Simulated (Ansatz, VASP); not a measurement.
**One calculation of Lu3Sc2O, two programs**

```
Lu Sc O
1.0
     5.07310    0.00000    0.00000
    -2.53655    4.39343    0.00000
     0.00000    0.00000    6.37463
Lu Sc O
3 2 1
Direct
  0.00000 0.00000 0.00000
  0.33333 0.66667 0.50000
  0.33333 0.66667 0.00000
  0.66667 0.33333 0.77173
  0.66667 0.33333 0.22827
  0.00000 0.00000 0.50000
```

Change from the starting cell: species swapped into the Sr2AlGa3 type (P-6m2, No. 187).

Alike in both runs: functional PBE; k mesh 6 × 6 × 2; occupations gaussian, width 0.1 eV; no spin polarisation.

Ansatz relaxed the structure, and its values are those at the end. VASP's run is a single point on that final structure, the one shown.

```csv
,VASP,Ansatz
version,VASP 6.6.1,Ansatz 0.2.0
potentials or method,"VASP PAW PBE potentials, release 64 (Lu, Sc_sv, O)","scalar-relativistic, plane waves, PAW"
plane-wave cutoff (eV),520,420
valence electrons in the cell,103,103
```

|  | VASP | Ansatz | Ansatz less VASP |
| --- | --- | --- | --- |
| gap on the k mesh at the Fermi level (eV) | none | none | - |
| pressure (GPa) | 0.3 | 0.2 | -0.12 |
| rms of the force components (eV/Å) | 0.014 | 0.009 | -0.0047 |

A gap of «none» marks a metal or a gap that the smearing closes.

Caveats: the k mesh is coarse (spacing up to 0.49 Å⁻¹), so the values aren't converged; an odd number of electrons without spin polarisation forces a metal; a magnetic or distorted state may lie lower. Spin-orbit coupling is left out, which matters for the levels of Lu.
